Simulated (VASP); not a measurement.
Output of a VASP run:

### OSZICAR
```
...
DAV:   6    -0.102882238203E+03   -0.92294E-04   -0.89422E-05  2754   0.102E-01    0.791E-03
DAV:   7    -0.102882259751E+03   -0.21548E-04   -0.10238E-05  2862   0.324E-02    0.238E-03
DAV:   8    -0.102882256271E+03    0.34799E-05   -0.10120E-06  1500   0.926E-03    0.150E-03
DAV:   9    -0.102882260799E+03   -0.45280E-05   -0.49528E-07  1344   0.778E-03    0.352E-04
DAV:  10    -0.102882259053E+03    0.17453E-05   -0.64090E-08  1344   0.268E-03    0.184E-04
DAV:  11    -0.102882259040E+03    0.13203E-07   -0.23219E-09  1344   0.462E-04
   5 F= -.10288226E+03 E0= -.10288241E+03  d E =-.349583E-01
       N       E                     dE             d eps       ncg     rms          rms(c)
DAV:   1    -0.102882324925E+03   -0.65872E-04   -0.47140E-03  2892   0.582E-01    0.473E-02
DAV:   2    -0.102882244833E+03    0.80092E-04   -0.58157E-05  2946   0.711E-02    0.201E-02
DAV:   3    -0.102882250036E+03   -0.52031E-05   -0.29029E-05  2892   0.454E-02    0.698E-03
DAV:   4    -0.102882247083E+03    0.29537E-05   -0.44285E-06  2868   0.207E-02    0.376E-03
DAV:   5    -0.102882251342E+03   -0.42597E-05   -0.20276E-06  2100   0.155E-02    0.131E-03
DAV:   6    -0.102882249817E+03    0.15254E-05   -0.71214E-07  1410   0.893E-03    0.683E-04
DAV:   7    -0.102882250666E+03   -0.84906E-06   -0.70216E-08  1344   0.251E-03
   6 F= -.10288225E+03 E0= -.10288241E+03  d E =-.349500E-01
       N       E                     dE             d eps       ncg     rms          rms(c)
DAV:   1    -0.102897870084E+03   -0.15620E-01   -0.41866E-01  2796   0.644E+00    0.848E-01
DAV:   2    -0.102881466482E+03    0.16404E-01   -0.32667E-02  2904   0.175E+00    0.309E-01
DAV:   3    -0.102881258934E+03    0.20755E-03   -0.22688E-03  2844   0.467E-01    0.224E-01
DAV:   4    -0.102880468854E+03    0.79008E-03   -0.19083E-03  3024   0.409E-01    0.104E-01
DAV:   5    -0.102881387047E+03   -0.91819E-03   -0.12504E-03  2772   0.342E-01    0.227E-02
DAV:   6    -0.102881447028E+03   -0.59981E-04   -0.61796E-05  2784   0.869E-02    0.440E-03
DAV:   7    -0.102881457228E+03   -0.10200E-04   -0.80070E-06  2748   0.320E-02    0.372E-03
DAV:   8    -0.102881458918E+03   -0.16893E-05   -0.18221E-06  2192   0.135E-02    0.951E-04
DAV:   9    -0.102881456774E+03    0.21433E-05   -0.79899E-07  1530   0.113E-02    0.359E-04
DAV:  10    -0.102881457645E+03   -0.87110E-06   -0.28781E-08  1344   0.178E-03
   7 F= -.10288146E+03 E0= -.10288163E+03  d E =0.793020E-03
       N       E                     dE             d eps       ncg     rms          rms(c)
DAV:   1    -0.102889755123E+03   -0.82983E-02   -0.18248E-01  2802   0.425E+00    0.549E-01
DAV:   2    -0.102882518107E+03    0.72370E-02   -0.14452E-02  2886   0.117E+00    0.215E-01
DAV:   3    -0.102882456363E+03    0.61744E-04   -0.95202E-04  2832   0.302E-01    0.156E-01
DAV:   4    -0.102881902122E+03    0.55424E-03   -0.99013E-04  3030   0.295E-01    0.829E-02
DAV:   5    -0.102882510612E+03   -0.60849E-03   -0.61743E-04  2778   0.241E-01    0.139E-02
DAV:   6    -0.102882518666E+03   -0.80539E-05   -0.17880E-05  2778   0.461E-02    0.306E-03
DAV:   7    -0.102882528127E+03   -0.94609E-05   -0.34139E-06  2790   0.202E-02    0.207E-03
DAV:   8    -0.102882524578E+03    0.35493E-05   -0.93434E-07  1488   0.111E-02    0.641E-04
DAV:   9    -0.102882528360E+03   -0.37819E-05   -0.43362E-07  1350   0.805E-03    0.195E-04
DAV:  10    -0.102882527928E+03    0.43180E-06   -0.93319E-09  1344   0.942E-04
   8 F= -.10288253E+03 E0= -.10288269E+03  d E =-.277262E-03
```

OUTCAR:
```
------------------------ aborting loop because EDIFF is reached ----------------------------------------
  FORCE on cell =-STRESS in cart. coord.  units (eV):
  Direction    XX          YY          ZZ          XY          YZ          ZX
  --------------------------------------------------------------------------------------
  Total       -0.0194018     -0.0194018      0.0175155      0.0000000      0.0000000      0.0000000
  in kB       -1.0073377     -1.0073376      0.9094007      0.0000002      0.0000000      0.0000000
  external PRESSURE =      -0.3684249 kB  Pullay stress =       0.0000000 kB
  volume of cell :       30.86
      direct lattice vectors                 reciprocal lattice vectors
     2.737914931  0.000000008 -0.000000000     0.365241442  0.210872333 -0.000000000
    -1.368957951  2.371103733  0.000000000    -0.000000001  0.421744517 -0.000000000
     0.000000000  0.000000000  4.753440863     0.000000000 -0.000000000  0.210373923
 POSITION                                       TOTAL-FORCE (eV/Angst)
 -----------------------------------------------------------------------------------
     -0.00000      1.58074      1.18836         0.000000     -0.000000      0.000000
      1.36896      0.79037      3.56508        -0.000000      0.000000      0.000000
 -----------------------------------------------------------------------------------
    total drift:                               -0.000102      0.000059     -0.000029
  FREE ENERGIE OF THE ION-ELECTRON SYSTEM (eV)
  ---------------------------------------------------
  free  energy   TOTEN  =      -102.8825279278 eV

  energy  without entropy=     -102.8830280927  energy(sigma->0) =     -102.88269465

 reached required accuracy - stopping structural energy minimisation
```
(Selected blocks of OUTCAR.)

POSCAR:
```
Pt
1
    2.7771970000     0.0000000000     0.0000000000
   -1.3885990000     2.4051230000     0.0000000000
    0.0000000000     0.0000000000     4.5090410000
Pt
2
Direct
  0.3333330000   0.6666670000   0.2500000000
  0.6666670000   0.3333330000   0.7500000000
```

Write an INCAR and KPOINTS that could have produced this output.

This is not unique; one that fits is the input of the run itself, r2SCAN meta-GGA, plane waves, VASP's PBE PAW potentials (set 64).

### KPOINTS
```
Regular mesh
0
G
 14 14 7
```

INCAR:
```
SYSTEM = Pt
PREC = Accurate
ENCUT = 400
EDIFF = 1E-6
NELM = 100
ALGO = Normal
LREAL = .FALSE.
LASPH = .TRUE.
ISMEAR = 1
SIGMA = 0.1
METAGGA = R2SCAN
LMIXTAU = .TRUE.
LMAXMIX = 6
LWAVE = .FALSE.
LCHARG = .FALSE.
IBRION = 2
ISIF = 3
NSW = 60
EDIFFG = -0.01
```

POTCAR, in this order: Pt (PBE.64 set). Program: vasp_std.

Energy and stress use the plane-wave basis of the starting cell.

The structure was generated: Pt was put into the hcp type (P6_3/mmc), which need not be its known phase. This run relaxes it. Symmetry was kept, so distortions that lower it aren't found.
